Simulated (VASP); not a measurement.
Data:

```yaml
crystal:
  lattice:
    - [1.62690, -2.81787, 0.00000]
    - [1.62690, 2.81787, 0.00000]
    - [0.00000, 0.00000, 5.15100]
  atoms:
    - { symbol: Hf, position: [0.33333, 0.66667, 0.25000] }
    - { symbol: Hf, position: [0.66667, 0.33333, 0.75000] }
```

Method: PBE GGA, VASP's PBE PAW potentials (set 64) (plane waves; VASP). Run with 400 eV cut-off, 12×12×7 Γ-centred mesh, first-order Methfessel-Paxton smearing of 0.10 eV, potentials Hf_pv.

### Question
Give the stress tensor in GPa (positive for a compressed cell).

### Answer

```
-5.00   0.00   0.00
 0.00  -5.00   0.00
 0.00   0.00  -5.20
```
The pressure is its mean diagonal, -5.06 GPa.

The compound is Hf in the hcp structure. The cell was not relaxed at this level.
